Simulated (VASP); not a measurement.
# K2LiPrF6 (Fm-3m) in VASP: single point with PBE

Aim: the single point of K2LiPrF6 with PBE.

All numbers are computed with VASP 6.6.1; they aren't measurements. Logs are shortened: lines on timing, memory, paths and dates and some standing lists are left out, and cuts for length are marked.

**1. The crystal as given**

It takes space group Fm-3m (No. 225, cubic). The conventional cell has a = 8.530 Å, b = 8.530 Å, c = 8.530 Å, α = 90.00°, β = 90.00°, γ = 90.00°. Around K (site symmetry -43m) lie 12 F at 3.02 Å. Pr (site symmetry m-3m) is surrounded by 6 F at 2.00 Å. F (site symmetry 4mm) has 1 Pr at 2.00 Å and 1 Li at 2.27 Å as nearest neighbours. Li (site symmetry m-3m) is surrounded by 6 F at 2.27 Å.

The cell was built by a generator and needn't be a form met in nature.

**2. Single point, PBE**

Input file INCAR:

```
ALGO = Normal ; EDIFF = 1E-6
ENCUT = 520 ; GGA = PE
ISIF = 2 ; ISMEAR = -1
LASPH = True ; LCHARG = True
LELF = True ; LREAL = False
LVHAR = True ; LWAVE = False
NBANDS = 49 ; NELM = 100
PREC = Accurate ; SIGMA = 0.0235
```

Input file KPOINTS:

```
k-points
0
Gamma
  5 5 5
```

Input file POSCAR:

```
K2LiPrF6
1.0
    0.0000000000      4.2652333300      4.2652333300
    4.2652333300      0.0000000000      4.2652333300
    4.2652333300      4.2652333300      0.0000000000
K Pr F Li
2 1 6 1
Direct
    0.2500000000      0.2500000000      0.2500000000
    0.7500000000      0.7500000000      0.7500000000
    0.0000000000      0.0000000000      0.0000000000
    0.7658000000      0.2342000000      0.2342000000
    0.2342000000      0.7658000000      0.2342000000
    0.2342000000      0.7658000000      0.7658000000
    0.7658000000      0.2342000000      0.7658000000
    0.2342000000      0.2342000000      0.7658000000
    0.7658000000      0.7658000000      0.2342000000
    0.5000000000      0.5000000000      0.5000000000
```

Potentials or basis: VASP PAW PBE potentials, release 64 (K_sv, Pr, F, Li_sv).

The run is started by

```sh
$ cat potpaw_PBE.64/K_sv/POTCAR potpaw_PBE.64/Pr/POTCAR potpaw_PBE.64/F/POTCAR potpaw_PBE.64/Li_sv/POTCAR > POTCAR
$ mpirun -np 1 vasp_std > vasp.out
```

OUTCAR:

```text
EDIFF = 1E-6
   ENCUT = 520
   GGA = PE
   ISIF = 2
   ISMEAR = -1
   LASPH = True
   LREAL = False
   NELM = 100
   PREC = Accurate

 ion  position               nearest neighbor table
   1  0.250  0.250  0.250-
   2  0.750  0.750  0.750-
   3  0.000  0.000  0.000-   4 2.00   5 2.00   6 2.00   7 2.00   8 2.00   9 2.00
   4  0.766  0.234  0.234-   3 2.00
   5  0.234  0.766  0.234-   3 2.00
   6  0.234  0.766  0.766-   3 2.00
   7  0.766  0.234  0.766-   3 2.00
   8  0.234  0.234  0.766-   3 2.00
   9  0.766  0.766  0.234-   3 2.00
  10  0.500  0.500  0.500-

  LATTYP: Found a face centered cubic cell.
 ALAT       =     8.5304666600

  Lattice vectors:

 A1 = (   0.0000000000,   4.2652333300,   4.2652333300)
 A2 = (   4.2652333300,   0.0000000000,   4.2652333300)
 A3 = (   4.2652333300,   4.2652333300,   0.0000000000)

Analysis of symmetry for initial positions (statically):
=====================================================================
 Subroutine PRICEL returns:
 Original cell was already a primitive cell.

 Routine SETGRP: Setting up the symmetry group for a
 face centered cubic supercell.

 Subroutine GETGRP returns: Found 48 space group operations
 (whereof 48 operations were pure point group operations)
 out of a pool of 48 trial point group operations.

The static configuration has the point symmetry O_h .

Analysis of symmetry for dynamics (positions and initial velocities):
=====================================================================
 Subroutine PRICEL returns:
 Original cell was already a primitive cell.

 Routine SETGRP: Setting up the symmetry group for a
 face centered cubic supercell.

 Subroutine GETGRP returns: Found 48 space group operations
 (whereof 48 operations were pure point group operations)
 out of a pool of 48 trial point group operations.

The dynamic configuration has the point symmetry O_h .

 Subroutine INISYM returns: Found 48 space group operations
 (whereof 48 operations are pure point group operations),
 and found     1 'primitive' translations

----------------------------------------------------------------------------------------

                                     Primitive cell

  volume of cell :     155.1881

  direct lattice vectors                    reciprocal lattice vectors
     0.000000000  4.265233330  4.265233330    -0.117226881  0.117226881  0.117226881
     4.265233330  0.000000000  4.265233330     0.117226881 -0.117226881  0.117226881
     4.265233330  4.265233330  0.000000000     0.117226881  0.117226881 -0.117226881

  length of vectors
     6.031950822  6.031950822  6.031950822     0.203042914  0.203042914  0.203042914

  position of ions in fractional coordinates (direct lattice)
     0.250000000  0.250000000  0.250000000
     0.750000000  0.750000000  0.750000000
     0.000000000  0.000000000  0.000000000
     0.765800000  0.234200000  0.234200000
     0.234200000  0.765800000  0.234200000
     0.234200000  0.765800000  0.765800000
     0.765800000  0.234200000  0.765800000
     0.234200000  0.234200000  0.765800000
     0.765800000  0.765800000  0.234200000
     0.500000000  0.500000000  0.500000000

  ion indices of the primitive-cell ions
   primitive index   ion index
                 1           1
                 2           2
                 3           3
                 4           4
                 5           5
                 6           6
                 7           7
                 8           8
                 9           9
                10          10

----------------------------------------------------------------------------------------

 KPOINTS: k-points

Automatic generation of k-mesh.
 Grid dimensions read from file:
 generate k-points for:    5    5    5

 Generating k-lattice:

  Cartesian coordinates                     Fractional coordinates (reciprocal lattice)
    -0.023445376  0.023445376  0.023445376     0.200000000  0.000000000  0.000000000
     0.023445376 -0.023445376  0.023445376     0.000000000  0.200000000  0.000000000
     0.023445376  0.023445376 -0.023445376     0.000000000  0.000000000  0.200000000

  Length of vectors
     0.040608583  0.040608583  0.040608583

  Shift w.r.t. Gamma in fractional coordinates (k-lattice)
     0.000000000  0.000000000  0.000000000

 Subroutine IBZKPT returns following result:
 ===========================================

 Found     10 irreducible k-points:

 Following reciprocal coordinates:
            Coordinates               Weight
  0.000000  0.000000  0.000000      1.000000
  0.200000  0.000000  0.000000      8.000000
  0.400000  0.000000  0.000000      8.000000
  0.200000  0.200000  0.000000      6.000000
  0.400000  0.200000  0.000000     24.000000
 -0.400000  0.200000  0.000000     24.000000
 -0.200000  0.200000  0.000000     12.000000
  0.400000  0.400000  0.000000      6.000000
 -0.400000  0.400000  0.000000     12.000000
 -0.400000  0.400000  0.200000     24.000000
   k-points           NKPTS =     10   k-points in BZ     NKDIM =     10   number of bands    NBANDS=     49
   number of dos      NEDOS =    301   number of ions     NIONS =     10
   total plane-waves  NPLWV = 110592
   dimension x,y,z NGX =    48 NGY =   48 NGZ =   48
   dimension x,y,z NGXF=    96 NGYF=   96 NGZF=   96
   ions per type =               2   1   6   1
   NGX,Y,Z   is equivalent  to a cutoff of  13.23, 13.23, 13.23 a.u.
   NGXF,Y,Z  is equivalent  to a cutoff of  26.46, 26.46, 26.46 a.u.
 SYSTEM =  unknown system
   PREC   = accura    normal or accurate (medium, high low for compatibility)
   ISTART =      0    job   : 0-new  1-cont  2-samecut
   ICHARG =      2    charge: 1-file 2-atom 10-const
   ISPIN  =      1    spin polarized calculation?
   LNONCOLLINEAR =      F non collinear calculations
   LSORBIT =      F    spin-orbit coupling
   LASPH  =      T    aspherical Exc in radial PAW
   ENCUT  =  520.0 eV  38.22 Ry    6.18 a.u.  11.22 11.22 11.22*2*pi/ulx,y,z
   NELM   =    100;   NELMIN=  2; NELMDL= -5     # of ELM steps
   EDIFF  = 0.1E-05   stopping-criterion for ELM
[... 8 lines left out ...]
   TEBEG  =    0.0;   TEEND  =   0.0 temperature during run
   PSTRESS=    0.0 pullay stress
   NELECT =      76.0000    total number of electrons
   NUPDOWN=      -1.0000    fix difference up-down
   EMIN   =  10.00;   EMAX   =-10.00  energy-range for DOS
   EFERMI =   0.00;   METHOD = LEGACY
   ISMEAR =    -1;   SIGMA  =   0.02  broadening in eV -4-tet -1-fermi 0-gaus
   EFERMI_NEDOS =   21; number of points for ismear=-14 and -15
   IALGO  =     38    algorithm
   IMIX   =      4    mixing-type and parameters
     AMIX     =   0.40;   BMIX     =  1.00
     AMIX_MAG =   1.60;   BMIX_MAG =  1.00
  volume/ion in A,a.u.               =      15.52       104.73
  Fermi-wavevector in a.u.,A,eV,Ry     =   1.290407  2.438515 22.655729  1.665149
  Thomas-Fermi vector in A             =   2.422240
   LORBIT       =      0    0 simple, 1 ext, 2 COOP (PROOUT), +10 PAW based schemes
   GGA     = PE    functional components
   LHFCALC =     F    Hartree Fock is set to
   AEXX    =    0.0000 exact exchange contribution
   IVDW    =     0    specifies the selected vdW correction
   LEPSILON=     F    determine dielectric tensor
   LRPA    =     F    only Hartree local field effects (RPA)
 non-spin polarized calculation
  energy-cutoff  :      520.00
  volume of cell :      155.19
 maximum number of plane-waves:      4279
 NGX is ok and might be reduce to    48
   NGX = 23   NGY = 23   NGZ = 23

 number of electron      76.0000006 magnetization

 Free energy of the ion-electron system (eV)
  ---------------------------------------------------
  ext. energy  EPLUGINS =         0.00000000
  ---------------------------------------------------
  free energy    TOTEN  =       -47.96623879 eV

  energy without entropy =      -47.94699479  energy(sigma->0) =      -47.95661679

 E-fermi :   5.4559     XC(G=0):  -8.9965

 val. band max:        5.4160651520   @ k =   0.2000   0.2000   0.0000
 cond. band min:       5.6007849434   @ k =   0.4000   0.4000   0.0000
 fundamental gap:      0.1847197914
 Fermi energy:         5.4559369834

 k-point     1 :       0.0000    0.0000    0.0000
  band No.  band energies     occupation
      1     -43.8309      2.00000
      2     -31.6237      2.00000
      3     -28.0775      2.00000
      4     -28.0610      2.00000
      5     -22.4249      2.00000
      6     -22.4249      2.00000
[... 41 lines left out ...]
     48       8.3954      0.00000
     49       8.3994      0.00000

 k-point     2 :       0.2000    0.0000    0.0000
  band No.  band energies     occupation
      1     -43.8308      2.00000
      2     -31.6230      2.00000
      3     -28.0763      2.00000
      4     -28.0626      2.00000
      5     -22.4426      2.00000
      6     -22.4171      2.00000
[... 41 lines left out ...]
     48       8.1050      0.00000
     49       8.3275      0.00000

 k-point     3 :       0.4000    0.0000    0.0000
  band No.  band energies     occupation
      1     -43.8308      2.00000
      2     -31.6219      2.00000
      3     -28.0726      2.00000
      4     -28.0670      2.00000
      5     -22.4709      2.00000
      6     -22.4048      2.00000
[... 353 lines left out ...]
     48       8.5412      0.00000
     49       8.7939      0.00000

 k-point    10 :      -0.4000    0.4000    0.2000
  band No.  band energies     occupation
      1     -43.8308      2.00000
      2     -31.6213      2.00000
      3     -28.0717      2.00000
      4     -28.0683      2.00000
      5     -22.4443      2.00000
      6     -22.4301      2.00000
[... 41 lines left out ...]
     48       8.4098      0.00000
     49       8.6938      0.00000

------------------------ aborting loop because EDIFF is reached ----------------------------------------

  FORCE on cell =-STRESS in cart. coord.  units (eV):
  Direction    XX          YY          ZZ          XY          YZ          ZX
  --------------------------------------------------------------------------------------
  -------------------------------------------------------------------------------------
  Total       20.9232214     20.9232214     20.9232214     -0.0000000     -0.0000000      0.0000000
  in kB      216.0134304    216.0134304    216.0134304     -0.0000000     -0.0000000      0.0000000
  external PRESSURE =     216.0134304 kB  Pullay stress =       0.0000000 kB

 VOLUME and BASIS-vectors are now :
 -----------------------------------------------------------------------------
  energy-cutoff  :      520.00
  volume of cell :      155.19
      direct lattice vectors                 reciprocal lattice vectors
     0.000000000  4.265233330  4.265233330    -0.117226881  0.117226881  0.117226881
     4.265233330  0.000000000  4.265233330     0.117226881 -0.117226881  0.117226881
     4.265233330  4.265233330  0.000000000     0.117226881  0.117226881 -0.117226881

 POSITION                                       TOTAL-FORCE (eV/Angst)
 -----------------------------------------------------------------------------------
      2.13262      2.13262      2.13262        -0.000000     -0.000000      0.000000
      6.39785      6.39785      6.39785         0.000000      0.000000      0.000000
      0.00000      0.00000      0.00000         0.000000     -0.000000     -0.000000
      1.99784      4.26523      4.26523         5.699093     -0.000000     -0.000000
      4.26523      1.99784      4.26523         0.000000      5.699093     -0.000000
      6.53263      4.26523      4.26523        -5.699093     -0.000000     -0.000000
      4.26523      6.53263      4.26523         0.000000     -5.699093     -0.000000
      4.26523      4.26523      1.99784         0.000000     -0.000000      5.699093
      4.26523      4.26523      6.53263         0.000000     -0.000000     -5.699093
      4.26523      4.26523      4.26523         0.000000     -0.000000      0.000000
 -----------------------------------------------------------------------------------
    total drift:                                0.000000      0.000000     -0.000000

  FREE ENERGIE OF THE ION-ELECTRON SYSTEM (eV)
  ---------------------------------------------------
  free  energy   TOTEN  =       -47.9662387877 eV

  energy  without entropy=      -47.9469947892  energy(sigma->0) =      -47.95661679
```

It took 2.5 min on 1 thread of Intel Xeon Platinum 8488C (Sapphire Rapids), shared host; peak memory 0.36 GiB.

Results:

```
Free energy            : -47.9662 eV
Largest force          : 5.699 eV/Å
Band gap on the k mesh : none (metal or under the smearing width)
```

Forces in eV/Å, atoms in the order of the input:
```
K    0.000  0.000  0.000
K    0.000  0.000  0.000
Pr   0.000  0.000  0.000
F    5.699  0.000  0.000
F    0.000  5.699  0.000
F   -5.699  0.000  0.000
F    0.000 -5.699  0.000
F    0.000  0.000  5.699
F    0.000  0.000 -5.699
Li   0.000  0.000  0.000
```

Caveat: the cutoff is under 1.25 times the usual one of these potentials, so pressure, stress and relaxed cells hold a basis-set (Pulay) error; the run has no spin polarisation, though such a crystal can be magnetic; without U or exact exchange the open f shell lies at the Fermi level, which spoils levels, moments and volumes; forces of over 1 eV/Å show positions far from the minimum, so gaps and moduli don't describe the material at rest.
